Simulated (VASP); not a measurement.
An input for Quantum ESPRESSO's pw.x (written as the equivalent of a VASP run, and not itself run):

```
&CONTROL
  calculation = 'scf'
  pseudo_dir = './pseudo'
  outdir = './out'
  tprnfor = .true.
  tstress = .true.
/
&SYSTEM
  ibrav = 0
  nat = 2
  ntyp = 1
  ecutwfc = 80
  occupations = 'tetrahedra'
  input_dft = 'vdw-df2-b86r'
/
&ELECTRONS
  conv_thr = 7.3e-09
  electron_maxstep = 100
/
ATOMIC_SPECIES
  Sb 121.760 Sb.upf
CELL_PARAMETERS angstrom
     3.9714800   -2.1851514   -0.0136554
     3.9714800    2.1851514   -0.0136554
     2.7815388    0.0000000    3.5792132
ATOMIC_POSITIONS crystal
  Sb   0.2342478  0.2342478  0.2342478
  Sb   0.7657522  0.7657522  0.7657522
K_POINTS automatic
  8 8 8 0 0 0
```

Translate this input to VASP (INCAR, KPOINTS, POSCAR, choice of POTCAR).

This is not unique; one that fits is 
INCAR:
```
# general
SYSTEM    =  Sb
PREC      =  Accurate
ENCUT     =  520
LREAL     =  .False.
LASPH     =  .True.   # aspherical one-centre terms

# electronic loop
EDIFF     =  1E-7   # SCF stop (eV)
NELM      =  100
ALGO      =  Normal   # blocked Davidson
LMAXMIX   =  4

# smearing
ISMEAR    =  -5   # tetrahedra, Bloechl

# functional
GGA       =  MK
LUSE_VDW  =  .True.
AGGAC     =  0.0
PARAM1    =  0.1234568
PARAM2    =  0.7114
ZAB_VDW   =  -1.8867

# ions
ISIF      =  2   # forces and stress, cell fixed

# output
LWAVE     =  .False.
LCHARG    =  .True.
LORBIT    =  11   # lm-projected
NEDOS     =  601   # DOS grid
```

POSCAR:
```
Sb
1
    3.9714799984    -2.1851514448    -0.0136554259
    3.9714799984     2.1851514448    -0.0136554259
    2.7815387890     0.0000000000     3.5792131819
Sb
2
Direct
  0.2342477502   0.2342477502   0.2342477502
  0.7657522498   0.7657522498   0.7657522498
```

File KPOINTS:
```
kpoints
0
G
  8 8 8
```

POTCAR, in this order: Sb (PBE.64 set). Program: vasp_std.

What does not carry over: the potentials are each code's own (VASP's PAW set, PseudoDojo norm-conserving files in pw.x), so ENCUT and ecutwfc are chosen apart and not converted; conv_thr bounds pw.x's estimated SCF error, while EDIFF bounds the energy change between steps.

The compound is Sb in the a7 structure. It was relaxed first.
